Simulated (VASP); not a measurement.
Level of theory: r2SCAN meta-GGA, VASP's PBE PAW potentials (set 64) (plane waves; VASP).

The input files of a VASP run:

### KPOINTS
```
K-points
0
gamma
  11 11 11
0 0 0
```

### POSCAR
```
CuZn
1.0
  2.9180713884   0.0000000000   0.0000000000
  0.0000000000   2.9180713884   0.0000000000
  0.0000000000   0.0000000000   2.9180713884
Zn Cu
1 1
Cart
  1.4590356942   1.4590356942   1.4590356942
  0.0000000000   0.0000000000   0.0000000000
```

**INCAR**
```
! general
SYSTEM =CuZn
PREC   =Accurate
ENCUT  =400   ! plane-wave cut-off (eV)
LREAL  =.False.   ! projection in real space or not
LASPH  =.True.   ! aspherical one-centre terms

! electronic loop
EDIFF  =1E-6
NELM   =100
ALGO   =Normal
LMAXMIX=4   ! l cut-off of mixed one-centre charges
LMIXTAU=.True.

! smearing
ISMEAR =1   ! Methfessel-Paxton
SIGMA  =0.1   ! width (eV)

! functional
METAGGA=R2SCAN

! ions
IBRION =2   ! conjugate gradients
NSW    =60   ! most ionic steps
ISIF   =3   ! ions, shape and volume
EDIFFG =-0.01   ! ionic stop

! output
LWAVE  =.False.
LCHARG =.False.
```

POTCAR, in this order: Zn Cu (PBE.64 set). Program: vasp_std.

Output of the run:

OUTCAR:
```
 ion  position               nearest neighbor table
   1  0.500  0.500  0.500-   2 2.53   2 2.53   2 2.53   2 2.53   2 2.53   2 2.53   2 2.53   2 2.53
  LATTYP: Found a simple cubic cell.
 ALAT       =     2.9180713884
 Subroutine PRICEL returns:
 Original cell was already a primitive cell.
 Subroutine GETGRP returns: Found 48 space group operations
The static configuration has the point symmetry O_h .
The dynamic configuration has the point symmetry O_h .
 Subroutine INISYM returns: Found 48 space group operations
 Subroutine IBZKPT returns following result:
 Found     56 irreducible k-points:

 Following reciprocal coordinates:
            Coordinates               Weight
  0.000000  0.000000  0.000000      1.000000
  0.090909  0.000000  0.000000      6.000000
  0.181818  0.000000  0.000000      6.000000
  0.272727  0.000000  0.000000      6.000000
  0.363636  0.000000  0.000000      6.000000
  0.454545  0.000000  0.000000      6.000000
  0.090909  0.090909  0.000000     12.000000
  0.181818  0.090909  0.000000     24.000000
  0.272727  0.090909  0.000000     24.000000
  0.363636  0.090909  0.000000     24.000000
  0.454545  0.090909  0.000000     24.000000
  0.181818  0.181818  0.000000     12.000000
  0.272727  0.181818  0.000000     24.000000
  0.363636  0.181818  0.000000     24.000000
  0.454545  0.181818  0.000000     24.000000
  0.272727  0.272727  0.000000     12.000000
  0.363636  0.272727  0.000000     24.000000
  0.454545  0.272727  0.000000     24.000000
  0.363636  0.363636  0.000000     12.000000
  0.454545  0.363636  0.000000     24.000000
  0.454545  0.454545  0.000000     12.000000
  0.090909  0.090909  0.090909      8.000000
  0.181818  0.090909  0.090909     24.000000
  0.272727  0.090909  0.090909     24.000000
  0.363636  0.090909  0.090909     24.000000
...
```

OSZICAR:
```
       N       E                     dE             d eps       ncg     rms          rms(c)
DAV:   1     0.848414766199E+02    0.84841E+02   -0.10180E+04  1776   0.219E+03
DAV:   2    -0.212053181851E+02   -0.10605E+03   -0.10329E+03  1687   0.311E+02
DAV:   3    -0.239903626384E+02   -0.27850E+01   -0.27788E+01  2044   0.697E+01
DAV:   4    -0.240106972401E+02   -0.20335E-01   -0.20334E-01  1960   0.523E+00
DAV:   5    -0.240109957330E+02   -0.29849E-03   -0.29849E-03  2260   0.658E-01    0.977E+00
DAV:   6    -0.210880565211E+02    0.29229E+01   -0.23628E+01  1740   0.130E+02    0.705E+00
DAV:   7    -0.199245546797E+02    0.11635E+01   -0.45363E+00  1775   0.984E+01    0.253E+00
DAV:   8    -0.199467591310E+02   -0.22204E-01   -0.39787E-01  2514   0.134E+01    0.155E+00
DAV:   9    -0.199398692288E+02    0.68899E-02   -0.35194E-02  2430   0.483E+00    0.308E-01
DAV:  10    -0.199421077116E+02   -0.22385E-02   -0.11668E-02  2345   0.224E+00    0.617E-02
DAV:  11    -0.199418680477E+02    0.23966E-03   -0.14119E-03  2419   0.702E-01    0.496E-02
DAV:  12    -0.199424585158E+02   -0.59047E-03   -0.66474E-04  2292   0.399E-01    0.168E-02
DAV:  13    -0.199425450755E+02   -0.86560E-04   -0.95621E-05  2099   0.199E-01    0.597E-03
DAV:  14    -0.199425536890E+02   -0.86134E-05   -0.11471E-05  2321   0.834E-02    0.761E-03
DAV:  15    -0.199425556257E+02   -0.19367E-05   -0.45571E-06  1982   0.605E-02    0.114E-03
DAV:  16    -0.199425550285E+02    0.59724E-06   -0.22731E-07   924   0.657E-03
   1 F= -.19942555E+02 E0= -.19942590E+02  d E =-.199426E+02
```

File OUTCAR:
```
------------------------ aborting loop because EDIFF is reached ----------------------------------------
  FORCE on cell =-STRESS in cart. coord.  units (eV):
  Direction    XX          YY          ZZ          XY          YZ          ZX
  --------------------------------------------------------------------------------------
  Total       -0.0180093     -0.0180093     -0.0180093     -0.0000000     -0.0000000      0.0000000
  in kB       -1.1612309     -1.1612309     -1.1612309     -0.0000000     -0.0000000      0.0000000
  external PRESSURE =      -1.1612309 kB  Pullay stress =       0.0000000 kB
  volume of cell :       24.85
      direct lattice vectors                 reciprocal lattice vectors
     2.918071388  0.000000000  0.000000000     0.342692096  0.000000000  0.000000000
     0.000000000  2.918071388  0.000000000     0.000000000  0.342692096  0.000000000
     0.000000000  0.000000000  2.918071388     0.000000000  0.000000000  0.342692096
 POSITION                                       TOTAL-FORCE (eV/Angst)
 -----------------------------------------------------------------------------------
      1.45904      1.45904      1.45904         0.000000      0.000000      0.000000
      0.00000      0.00000      0.00000         0.000000      0.000000      0.000000
 -----------------------------------------------------------------------------------
    total drift:                               -0.000000      0.000000      0.000000
  FREE ENERGIE OF THE ION-ELECTRON SYSTEM (eV)
  ---------------------------------------------------
  free  energy   TOTEN  =       -19.9425550285 eV

  energy  without entropy=      -19.9426590724  energy(sigma->0) =      -19.94258971

 reached required accuracy - stopping structural energy minimisation
```
(Selected blocks of OUTCAR.)

The compound is CuZn in the CsCl type structure. It was relaxed first. The start is the result of an earlier pass. The electron count is odd and the run is not spin-polarised, which forces a metal.
